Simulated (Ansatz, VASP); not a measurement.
## AlOs: VASP beside Ansatz

```
CELL_PARAMETERS angstrom
2.99331 0.00000 0.00000
0.00000 2.99331 0.00000
0.00000 0.00000 2.99331
ATOMIC_POSITIONS crystal
Al 0.00000 0.00000 0.00000
Os 0.50000 0.50000 0.50000
```

The cell comes from a database or a generator and needn't be the stable form of this composition.

Alike in both runs: task single point; functional PBEsol; k mesh 10 × 10 × 10; occupations fermi-dirac, width 0.08 eV; no spin polarisation.

```csv
,VASP,Ansatz
version,VASP 6.6.1,Ansatz 0.2.0
potentials or method,"VASP PAW PBE potentials, release 64 (Al, Os), cutoff 520 eV","all-electron LAPW, scalar-relativistic"
```

VASP gave:

| Property | Result |
| --- | --- |
| pressure (GPa) | 0.5 |

Question: Which values does Ansatz return?

Answer: Pressure (GPa): -0.1.

Ansatz ran all-electron here, so the differences hold the error of VASP's frozen core and of both bases. Ansatz warned: «optics_on_partly_filled_bands».

Caveats: the PAW data sets were made with another functional, which shifts forces and pressure a little (VASP). The runs have no spin-orbit coupling, so splittings on Os are missing.
